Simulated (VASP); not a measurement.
An input for Ansatz (written as the equivalent of a VASP run, and not itself run):

Ansatz 0.2 input:
```yaml
crystal:
  lattice:
    - [0.0000000, 2.4807355, 2.4807355]
    - [2.4807355, 0.0000000, 2.4807355]
    - [2.4807355, 2.4807355, 0.0000000]
  atoms:
    - { symbol: Li, position: [1.0000000, 1.0000000, 0.0000000] }
    - { symbol: Cl, position: [0.5000000, 0.5000000, 0.5000000] }
kpoints:
  mp_grid: { grid: [8, 8, 8] }
hamiltonian:
  xc: lda
  pseudopotentials: { kind: paw }
scf:
  occupations: { method: gaussian, width: 0.05 }
  max_iter: 100
relax:
  max_steps: 60
  f_tol: 0.01
  cell: {}
output: { forces: true, stress: true, eigenvalues: true }
```

Translate this input to VASP (INCAR, KPOINTS, POSCAR, choice of POTCAR).

One answer among several that fit: 
File KPOINTS:
```
kpoints
0
G
  8 8 8
0 0 0
```

File POSCAR:
```
LiCl
1
   -0.0000000000     2.4807355413     2.4807355413
    2.4807355413     0.0000000000     2.4807355413
    2.4807355413     2.4807355413     0.0000000000
Li Cl
1 1
Direct
  1.0000000000   1.0000000000   0.0000000000
  0.5000000000   0.5000000000   0.5000000000
```

### INCAR
```
! general
SYSTEM = LiCl
PREC   = Accurate
ENCUT  = 520   ! plane-wave cut-off (eV)
LREAL  = F   ! projection in real space or not
LASPH  = T

! electronic loop
EDIFF  = 1E-6   ! SCF stop (eV)
NELM   = 100   ! most electronic steps
ALGO   = Normal   ! blocked Davidson

! smearing
ISMEAR = 0   ! Gaussian
SIGMA  = 0.05

! ions
IBRION = 2
NSW    = 60
ISIF   = 3   ! ions, shape and volume
EDIFFG = -0.01   ! ionic stop

! output
LWAVE  = F
LCHARG = F
```

POTCAR, in this order: Li_sv Cl (LDA.64 set). Program: vasp_std.

What does not carry over: each code has its own PAW files, so the cut-off isn't converted (ENCUT is set for VASP's; basis.ecutwfc is left out, and Ansatz then takes the one that its files recommend); Ansatz stops its SCF on the density residual and VASP on the energy change (EDIFF); Ansatz's lda is the Perdew-Wang form, while the LDA potentials of VASP carry Perdew-Zunger's.

The compound is LiCl in the rock salt structure. It was relaxed first, which changed the volume by -10 %. The start is the result of an earlier pass.
